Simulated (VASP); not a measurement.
All values below come from PBE0 hybrid, VASP's PBE PAW potentials (set 64) (plane waves; VASP 6.6.1).

The input files of a VASP run:

**KPOINTS**
```
Automatic mesh
0
Gamma
9 9 9
0 0 0
```

**POSCAR**
```
KF
1
    0.0000000000     2.5893820000     2.5893820000
    2.5893820000     0.0000000000     2.5893820000
    2.5893820000     2.5893820000     0.0000000000
K F
1 1
Direct
  0.0000000000   0.0000000000   0.0000000000
  0.5000000000   0.5000000000   0.5000000000
```

INCAR:
```
NELM = 100   ! most electronic steps
PRECFOCK = Fast
ENCUT = 400
EDIFF = 1E-6
GGA = PE   ! PBE
SIGMA = 0.01
HFRCUT = -1
ISYM = 3
AEXX = 0.25
ALGO = Normal
ISMEAR = 0   ! Gaussian
LASPH = .TRUE.
ISIF = 2   ! forces and stress, cell fixed
LWAVE = .FALSE.
PREC = Accurate
LREAL = .FALSE.   ! projection in real space or not
SYSTEM = KF
LCHARG = .FALSE.
LHFCALC = .TRUE.
```

POTCAR, in this order: K_sv F (PBE.64 set). Program: vasp_std.

Problem. What will the output report for the number of irreducible k-points (NKPTS), largest plane-wave count, number of space-group operations, FFT grid (NGX, NGY, NGZ)?

Solution. 
```yaml
number of irreducible k-points (NKPTS): 35
largest_plane_wave_count: 642
number_of_space_group_operations: 48
FFT grid (NGX, NGY, NGZ): 24 × 24 × 24
```

The structure comes from a computed database's KF entry; how it stands against other phases isn't given here. The cell was not relaxed at this level. The run is one of a series of settings (AEXX = 0.25, HFRCUT = -1, ISYM = 3, LHFCALC = .TRUE., PRECFOCK = Fast, KPOINTS 9×9×9 Γ-centred mesh against the base run), some of them coarse on purpose.
